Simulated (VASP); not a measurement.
Here is the system:

```
AsB
1.0
    0.00000     2.36327     2.36327
    2.36327     0.00000     2.36327
    2.36327     2.36327     0.00000
B As
1 1
Direct
  0.00000   0.00000   0.00000
  0.25000   0.25000   0.25000
```

The numbers are results of optB88-vdW, VASP's PBE PAW potentials (set 64) (plane waves; VASP), not measurements. Settings: 520 eV cut-off, 9×9×9 Γ-centred mesh, Gaussian smearing of 0.050 eV, potentials B As.

Task: Give the stress tensor in GPa (positive for a compressed cell).

Result: 
```
9.15  0.00  0.00
0.00  9.15  0.00
0.00  0.00  9.15
```
The pressure is its mean diagonal, 9.15 GPa.

The compound is BAs in the zinc blende structure. This cell is one point of a volume scan, at 0.94 of the reference volume.
